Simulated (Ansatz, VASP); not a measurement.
Sc4Be in VASP and in Ansatz

```
Sc Be
1.0
     4.93274    0.00000    0.00000
     0.00000    4.93274    0.00000
     0.00000    0.00000    4.93274
Sc Be
4 1
Direct
  0.27820 0.27820 0.27820
  0.72180 0.72180 0.27820
  0.27820 0.72180 0.72180
  0.72180 0.27820 0.72180
  0.00000 0.00000 0.00000
```

Change from the starting cell: species swapped into the SnI4 type (P-43m, No. 215).

Alike in both runs: functional PBE; k mesh 8 × 8 × 8; occupations gaussian, width 0.1 eV; no spin polarisation.

Ansatz relaxed the structure, and its values are those at the end. VASP's run is a single point on that final structure, the one shown.

```csv
,VASP,Ansatz
version,VASP 6.6.1,Ansatz 0.2.0
potentials or method,"VASP PAW PBE potentials, release 64 (Sc_sv, Be)","scalar-relativistic, plane waves, PAW"
plane-wave cutoff (eV),520,420
valence electrons in the cell,46,46
```

Ansatz gave:

* gap on the k mesh at the Fermi level (eV): none
* pressure (GPa): 0.0
* rms of the force components (eV/Å): 0.004

Which values does VASP return?

gap on the k mesh at the Fermi level (eV): none; pressure (GPa): 0.0; rms of the force components (eV/Å): 0.002.

A gap of «none» marks a metal or a gap that the smearing closes. With one functional, cell and mesh, what is left measures potentials, basis and numerics.
